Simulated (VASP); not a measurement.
```
CELL_PARAMETERS angstrom
      0.00000     2.70603     2.70603
      2.70603     0.00000     2.70603
      2.70603     2.70603     0.00000
ATOMIC_POSITIONS crystal
  Ag 0.00000 0.00000 0.00000
  Cl 0.50000 0.50000 0.50000
```

Level of theory: PBEsol GGA, VASP's PBE PAW potentials (set 64) (plane waves; VASP 6.6.1). Settings: 480 eV cut-off, 8×8×8 Γ-centred mesh, Gaussian smearing of 0.050 eV, potentials Ag Cl.

### Question
Predict the energy per atom (σ→0), pressure.

### Answer

| Quantity | Result |
|---|---|
| energy per atom (σ→0) | -3.029 eV/atom |
| pressure | 1.09 GPa |

Total energies compare only between runs with the same potentials, cut-off and functional.

The compound is AgCl in the rock salt structure. This cell was strained or had an atom moved on purpose.
